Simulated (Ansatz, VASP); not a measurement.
## One calculation of ScPd, two programs

```xyz
2
Lattice="3.2308 0.0000 0.0000 0.0000 3.2308 0.0000 0.0000 0.0000 3.2308" Properties=species:S:1:pos:R:3 pbc="T T T"
Sc    1.6154    1.6154    1.6154
Pd    0.0000    0.0000    0.0000
```

Alike in both runs: task single point; functional LDA; k mesh 12 × 12 × 12; occupations fermi-dirac, width 0.1 eV; no spin polarisation.

|  | VASP | Ansatz |
| --- | --- | --- |
| version | VASP 6.6.1 | Ansatz 0.2.0 |
| potentials or method | VASP PAW LDA potentials, release 64 (Sc_sv, Pd), cutoff 520 eV | all-electron LAPW, scalar-relativistic |

```tsv
	VASP	Ansatz	Ansatz less VASP
pressure (GPa)	0.5	0.0	-0.51
```

Ansatz ran all-electron here, so the differences hold the error of VASP's frozen core and of both bases. Ansatz warned: «optics_on_partly_filled_bands».
